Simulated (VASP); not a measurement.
Level of theory: LDA (Ceperley-Alder, Perdew-Zunger), VASP's LDA PAW potentials (set 64) (plane waves; VASP).

Input for VASP

INCAR:
```
ALGO  =  Normal
EDIFF  =  1E-6
ENCUT  =  300
ISIF  =  2
ISMEAR  =  0
LASPH  =  .True.
LCHARG  =  .False.
LMAXMIX  =  4
LREAL  =  .False.
LWAVE  =  .False.
NELM  =  100
PREC  =  Accurate
SIGMA  =  0.1
SYSTEM  =  CoSi2
```

**POSCAR**
```
CoSi2
1
    0.0000000000     2.6800000000     2.6800000000
    2.6800000000     0.0000000000     2.6800000000
    2.6800000000     2.6800000000     0.0000000000
Co Si
1 2
Direct
 -0.0056670000   0.0082000000  -0.0017540000
  0.2388090000   0.2334040000   0.2703990000
  0.7668570000   0.7583960000   0.7313550000
```

File KPOINTS:
```
Regular mesh
0
Gamma
  6 6 6
```

POTCAR, in this order: Co Si (LDA.64 set). Program: vasp_std.

What VASP printed:

### OSZICAR
```
       N       E                     dE             d eps       ncg     rms          rms(c)
DAV:   1     0.470357475767E+02    0.47036E+02   -0.49660E+03  2760   0.855E+02
DAV:   2    -0.203041013204E+02   -0.67340E+02   -0.62874E+02  2712   0.209E+02
DAV:   3    -0.231453238290E+02   -0.28412E+01   -0.27512E+01  3464   0.479E+01
DAV:   4    -0.232068537067E+02   -0.61530E-01   -0.61402E-01  3164   0.719E+00
DAV:   5    -0.232086801550E+02   -0.18264E-02   -0.18261E-02  3556   0.121E+00    0.140E+01
DAV:   6    -0.263217022813E+02   -0.31130E+01   -0.35203E+01  3340   0.124E+02    0.170E+01
DAV:   7    -0.218375760067E+02    0.44841E+01   -0.15060E+01  3508   0.970E+01    0.370E+00
DAV:   8    -0.218414892569E+02   -0.39133E-02   -0.10421E+00  3188   0.807E+00    0.195E+00
DAV:   9    -0.218005952973E+02    0.40894E-01   -0.11486E-01  3468   0.688E+00    0.439E-01
DAV:  10    -0.217999089979E+02    0.68630E-03   -0.56263E-03  3196   0.630E-01    0.796E-02
DAV:  11    -0.217999273253E+02   -0.18327E-04   -0.14792E-04  3752   0.142E-01    0.436E-02
DAV:  12    -0.217999249908E+02    0.23345E-05   -0.12032E-05  3756   0.553E-02    0.107E-02
DAV:  13    -0.217999246441E+02    0.34668E-06   -0.17744E-06  2184   0.176E-02
   1 F= -.21799925E+02 E0= -.21796917E+02  d E =-.601576E-02
```

**OUTCAR**
```
------------------------ aborting loop because EDIFF is reached ----------------------------------------
  FORCE on cell =-STRESS in cart. coord.  units (eV):
  Direction    XX          YY          ZZ          XY          YZ          ZX
  --------------------------------------------------------------------------------------
  Total       -1.9278951     -1.9292365     -1.7965078      1.1129473     -0.3499605     -0.2710343
  in kB      -80.2342134    -80.2900416    -74.7661990     46.3181053    -14.5644877    -11.2797754
  external PRESSURE =     -78.4301513 kB  Pullay stress =       0.0000000 kB
  volume of cell :       38.50
      direct lattice vectors                 reciprocal lattice vectors
     0.000000000  2.680000000  2.680000000    -0.186567164  0.186567164  0.186567164
     2.680000000  0.000000000  2.680000000     0.186567164 -0.186567164  0.186567164
     2.680000000  2.680000000  0.000000000     0.186567164  0.186567164 -0.186567164
 POSITION                                       TOTAL-FORCE (eV/Angst)
 -----------------------------------------------------------------------------------
      2.69728      5.34011      2.68679        -0.189169      0.257635     -0.113824
      1.35019      1.36468      1.26553        -0.132808     -0.315325      0.777417
      3.99253      4.01521      4.08768         0.321977      0.057690     -0.663593
 -----------------------------------------------------------------------------------
    total drift:                               -0.000050      0.000163     -0.000037
  FREE ENERGIE OF THE ION-ELECTRON SYSTEM (eV)
  ---------------------------------------------------
  free  energy   TOTEN  =       -21.7999246441 eV

  energy  without entropy=      -21.7939088821  energy(sigma->0) =      -21.79691676
```
(Selected blocks of OUTCAR.)

File OUTCAR:
```
 val. band max:       10.0422878378   @ k =   0.5000  -0.3333  -0.3333

 cond. band min:      10.0598858320   @ k =  -0.3333   0.5000  -0.3333


 Fermi energy:        10.0535075999

 k-point     1 :       0.0000    0.0000    0.0000
  band No.  band energies     occupation
      1      -3.1103      2.00000
      2       5.8127      2.00000
      3       5.8470      2.00000
      4       5.9751      2.00000
      5       8.0697      2.00000
      6       8.0975      2.00000
      7      10.6041      0.00000
      8      12.9877      0.00000
      9      13.2664      0.00000
     10      13.2967      0.00000
     11      13.4460      0.00000
     12      13.5447      0.00000

 k-point     2 :       0.1667    0.0000    0.0000
  band No.  band energies     occupation
      1      -2.6975      2.00000
      2       4.9586      2.00000
      3       5.9594      2.00000
      4       5.9754      2.00000
      5       7.9813      2.00000
      6       8.0274      2.00000
      7      10.2280      0.01359
      8      11.5978      0.00000
      9      11.7563      0.00000
     10      12.1642      0.00000
     11      14.1027      0.00000
     12      14.2558      0.00000

 k-point     3 :       0.0000    0.1667    0.0000
  band No.  band energies     occupation
      1      -2.6968      2.00000
      2       4.9511      2.00000
      3       5.9632      2.00000
      4       5.9865      2.00000
      5       7.9788      2.00000
      6       8.0253      2.00000
      7      10.2111      0.02580
      8      11.5992      0.00000
      9      11.7496      0.00000
     10      12.1654      0.00000
     11      14.1218      0.00000
     12      14.2768      0.00000

 k-point     4 :       0.0000    0.0000    0.1667
  band No.  band energies     occupation
      1      -2.6876      2.00000
      2       4.8966      2.00000
      3       6.0374      2.00000
      4       6.1312      2.00000
      5       7.9388      2.00000
      6       7.9588      2.00000
...
```

At this cut-off the stress carries a Pulay error, which pulls relaxed volumes low.

The structure is a typed CoSi2 crystal. The cell was not relaxed at this level, atoms are displaced from their ideal sites. The k-mesh is coarse (spacing up to 0.34 per Å, 2π included), so the numbers may not be converged in it. The run is not spin-polarised, so no magnetic state was tried. The electron count is odd and the run is not spin-polarised, which forces a metal.
